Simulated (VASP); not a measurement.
Output of a VASP run:

File OSZICAR:
```
       N       E                     dE             d eps       ncg     rms          rms(c)
DAV:   1     0.589308082365E+01    0.58931E+01   -0.46346E+03   928   0.988E+02
DAV:   2    -0.183383302201E+02   -0.24231E+02   -0.23109E+02  1256   0.116E+02
DAV:   3    -0.187951457877E+02   -0.45682E+00   -0.45682E+00  1032   0.197E+01
DAV:   4    -0.187964992798E+02   -0.13535E-02   -0.13535E-02  1464   0.122E+00
DAV:   5    -0.187964998133E+02   -0.53354E-06   -0.53354E-06  1048   0.186E-02    0.950E+00
DAV:   6    -0.167458910854E+02    0.20506E+01   -0.85797E+00   968   0.167E+01    0.418E+00
DAV:   7    -0.166592150012E+02    0.86676E-01   -0.38438E-01  1408   0.443E+00    0.185E+00
DAV:   8    -0.166387279028E+02    0.20487E-01   -0.25693E-02   952   0.130E+00    0.179E-01
DAV:   9    -0.166385407421E+02    0.18716E-03   -0.91173E-04  1432   0.250E-01    0.901E-02
DAV:  10    -0.166385464402E+02   -0.56981E-05   -0.79842E-05  1000   0.652E-02    0.259E-02
DAV:  11    -0.166385465947E+02   -0.15451E-06   -0.25796E-06  1272   0.119E-02
   1 F= -.16018102E+02 E0= -.16018102E+02  d E =-.160181E+02
```

OUTCAR:
```
------------------------ aborting loop because EDIFF is reached ----------------------------------------
  FORCE on cell =-STRESS in cart. coord.  units (eV):
  Direction    XX          YY          ZZ          XY          YZ          ZX
  --------------------------------------------------------------------------------------
  Total        0.6188556      0.6188556      0.6188556      0.0000000     -0.0000000      0.0000000
  in kB       49.8719076     49.8719076     49.8719076      0.0000000     -0.0000000      0.0000000
  external PRESSURE =      -0.1280924 kB  Pullay stress =      50.0000000 kB
  volume of cell :       19.88
      direct lattice vectors                 reciprocal lattice vectors
     0.000000000  2.150162620  2.150162620    -0.232540551  0.232540551  0.232540551
     2.150162620  0.000000000  2.150162620     0.232540551 -0.232540551  0.232540551
     2.150162620  2.150162620  0.000000000     0.232540551  0.232540551 -0.232540551
  FREE ENERGIE OF THE ION-ELECTRON SYSTEM (eV)
  ---------------------------------------------------
  free  energy   TOTEN  =       -16.6385465947 eV

  energy  without entropy=      -16.6385465947  energy(sigma->0) =      -16.63854659
  enthalpy is  TOTEN    =       -16.0181015215 eV   P V=        0.6204450732

 reached required accuracy - stopping structural energy minimisation
```
(Selected blocks of OUTCAR.)

POSCAR:
```
SiC
1
   -0.0000000000     2.1501626203     2.1501626203
    2.1501626203    -0.0000000000     2.1501626203
    2.1501626203     2.1501626203     0.0000000000
Si C
1 1
Direct
  0.0000000000   0.0000000000   0.0000000000
  0.2500000000   0.2500000000   0.2500000000
```

**Question.** Reconstruct the remaining input files.

**Answer.** One answer among several that fit: the input of the run itself, LDA (Ceperley-Alder, Perdew-Zunger), plane waves, VASP's LDA PAW potentials (set 64).

INCAR:
```
! general
SYSTEM   =  SiC
PREC     =  Accurate
ENCUT    =  620
LREAL    =  .FALSE.
LASPH    =  .TRUE.

! electronic loop
EDIFF    =  1E-6
NELM     =  100
ALGO     =  Normal

! smearing
ISMEAR   =  0
SIGMA    =  0.05

! ions
IBRION   =  2
NSW      =  40
ISIF     =  3
EDIFFG   =  -0.02
PSTRESS  =  50

! output
LWAVE    =  .FALSE.
LCHARG   =  .FALSE.
```

### KPOINTS
```
Automatic mesh
0
Gamma
11 11 11
0 0 0
```

POTCAR, in this order: Si C (LDA.64 set). Program: vasp_std.

The compound is SiC in the zinc blende structure. It was relaxed first under an external pressure of 5 GPa.
